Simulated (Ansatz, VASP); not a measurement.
# One calculation of ScB2, two programs

```
Sc B
1.0
     3.10743    0.00000    0.00000
    -1.55371    2.69111    0.00000
     0.00000    0.00000    3.47243
Sc B
1 2
Direct
  0.00000 0.00000 0.00000
  0.33333 0.66667 0.50000
  0.66667 0.33333 0.50000
```

Change from the starting cell: volume scaled by 0.96, crystal datasets.

Alike in both runs: task electric field gradients; functional PBEsol; k mesh 12 × 12 × 9; occupations fermi-dirac, width 0.03 eV; no spin polarisation.

```csv
,VASP,Ansatz
version,VASP 6.6.1,Ansatz 0.2.0
potentials or method,"VASP PAW PBE potentials, release 64 (Sc_sv, B), cutoff 520 eV","all-electron PAW with datasets made for the crystal, scalar-relativistic"
```

|  | VASP | Ansatz | Ansatz less VASP |
| --- | --- | --- | --- |
| pressure (GPa) | 3.8 | 3.2 | -0.59 |
| largest component of the traceless stress (GPa) | 0.88 | 0.91 | +0.035 |
| Vzz of the field gradient on the site that differs most (V/Å²) | 7.2 | 5.8 | -1.39 |

Ansatz ran all-electron here, so the differences hold the error of VASP's frozen core and of both bases.

Caveats: the PAW data sets were made with another functional, which shifts forces and pressure a little (VASP).
